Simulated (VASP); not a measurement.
CGeF2BrH3: relaxation of the atoms with PBE

Molecule: CGeF2BrH3, in a box.

```
C Ge F Br H
1.0
    13.00000    0.00000    0.00000
     0.00000   13.00000    0.00000
     0.00000    0.00000   13.00000
C Ge F Br H
1 1 2 1 3
Direct
  0.45054 0.42659 0.57895
  0.50522 0.50365 0.46590
  0.62955 0.54444 0.49042
  0.51712 0.42418 0.35872
  0.41151 0.64369 0.41658
  0.37317 0.39863 0.56221
  0.44752 0.47479 0.64571
  0.50065 0.36102 0.59381
```

The cell isn't the ideal one: atoms moved at random, drawn with an rms of 0.02 Å.

```yaml
Program: VASP 6.6.1
Task: relaxation of the atoms
Functional: PBE
Potentials_or_basis: VASP PAW PBE potentials, release 64 (C, Ge_d, F, Br, H)
Cutoff: 520 eV
k_mesh: 1 × 1 × 1
Occupations: gaussian, width 0.01 eV
Spin: no spin polarisation
Further_INCAR_settings: ALGO = Normal; EDIFF = 1e-07; IBRION = 2; EDIFFG = -0.01; NSW = 40
```

```yaml
Energy_gained_by_relaxing: 3.3 meV/atom
Ionic_steps: 20
Largest_force_after_relaxing: 0.009 eV/Å
Gap_between_the_frontier_levels: 5.25 eV
```

Forces on the atoms (eV/Å):
```
C    0.002  0.002  0.000
Ge  -0.002 -0.003 -0.002
F    0.000 -0.001  0.003
F   -0.003  0.007  0.005
Br   0.004 -0.001 -0.003
H   -0.002 -0.005  0.001
H    0.000  0.003  0.000
H    0.001 -0.001 -0.004
```

The path:
| step | energy change (eV) | largest force (eV/Å) | pressure (GPa) |
| --- | --- | --- | --- |
| 1 | 0.0000 | 0.8697 | 0.07 |
| 2 | 0.0153 | 1.6516 | -0.03 |
| 3 | -0.0160 | 0.5107 | 0.03 |
| 4 | -0.0232 | 0.2572 | -0.02 |
| 5 | -0.0237 | 0.1883 | -0.01 |
| 6 | -0.0247 | 0.2128 | -0.01 |
| 7 | -0.0254 | 0.0886 | -0.01 |
| 8 | -0.0258 | 0.0490 | -0.01 |
| 9 | -0.0259 | 0.0785 | -0.01 |
| 10 | -0.0262 | 0.0378 | -0.01 |
| 11 | -0.0262 | 0.0481 | -0.01 |
| 12 | -0.0262 | 0.0894 | -0.01 |
| 13 | -0.0263 | 0.0186 | -0.01 |
| 14 | -0.0263 | 0.0137 | -0.01 |
| 15 | -0.0263 | 0.0165 | -0.01 |
| 16 | -0.0264 | 0.0120 | -0.01 |
| 17 | -0.0264 | 0.0157 | -0.01 |
| 18 | -0.0264 | 0.0105 | -0.01 |
| 19 | -0.0264 | 0.0125 | -0.01 |
| 20 | -0.0264 | 0.0090 | -0.01 |

Final structure:
```
CELL_PARAMETERS angstrom
13.00000 0.00000 0.00000
0.00000 13.00000 0.00000
0.00000 0.00000 13.00000
ATOMIC_POSITIONS crystal
C 0.45027 0.42564 0.58034
Ge 0.50419 0.50306 0.46544
F 0.62974 0.54451 0.49065
F 0.51752 0.42424 0.35711
Br 0.41150 0.64484 0.41565
H 0.37282 0.39879 0.56090
H 0.44766 0.47572 0.64803
H 0.50157 0.36018 0.59417
```

Levels at points of the mesh, in eV from the valence-band top:
```
           k point  band 19  band 20  band 21  band 22  band 23  band 24
(0.00, 0.00, 0.00)    -0.91    -0.03     0.00     5.25     6.95     7.21
```

It took 25 min on 1 thread of Intel(R) Xeon(R) 6975P-C (Granite Rapids), with other jobs on the host, peak memory 1.9 GiB.
